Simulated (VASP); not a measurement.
Set up this calculation in VASP 6.6.1, as the native input.

```yaml
Task: relaxation of the atoms
Functional: PBE
Dispersion: D3(BJ)
Potentials_or_basis: VASP PAW PBE potentials, release 64 (W_sv)
Cutoff: 600 eV
k_mesh: 16 × 16 × 16
Occupations: methfessel-paxton, width 0.1 eV
Spin: no spin polarisation
Further_INCAR_settings: ALGO = Fast; EDIFF = 1e-07; IBRION = 2; EDIFFG = -0.01; NSW = 40
```

The structure of W lies in POSCAR:

```
W                                       
1.0
   -1.5905453702      1.5905453702      1.5905453702
    1.5905453702     -1.5905453702      1.5905453702
    1.5905453702      1.5905453702     -1.5905453702
  W             
     1
Direct
     0.0000000000000000    0.0000000000000000    0.0000000000000000
```

The cell isn't the ideal one: a relaxed cell with its volume scaled by 1.02.

These files were run (other wordings do the same):

INCAR

```
PREC = Accurate
ENCUT = 600
EDIFF = 1E-7
ISMEAR = 1
SIGMA = 0.1
LREAL = False
LASPH = True
NELM = 80
ALGO = Fast
ISIF = 2
LWAVE = False
LCHARG = False
GGA = PE
IVDW = 12
IBRION = 2
NSW = 40
EDIFFG = -0.01
```

KPOINTS

```
Automatic mesh
0
Gamma
  16 16 16
```

Potentials or basis: VASP PAW PBE potentials, release 64 (W_sv).

Command:

```sh
$ cat potpaw_PBE.64/W_sv/POTCAR > POTCAR
$ mpirun -np 1 vasp_std > vasp.out
```

Results of the run:

The pressure after relaxing is -6.0 GPa, the band gap on the k mesh is none (metal or under the smearing width) and the dispersion energy per atom is -0.684 eV.

Caveat: the relaxation stopped at its first step, so nothing moved; pairwise dispersion overbinds metals, which lowers pressure and volume.

Run time: 21 s on 1 thread of Intel(R) Xeon(R) Platinum 8488C (Sapphire Rapids) (shared host), peak memory 0.17 GiB.
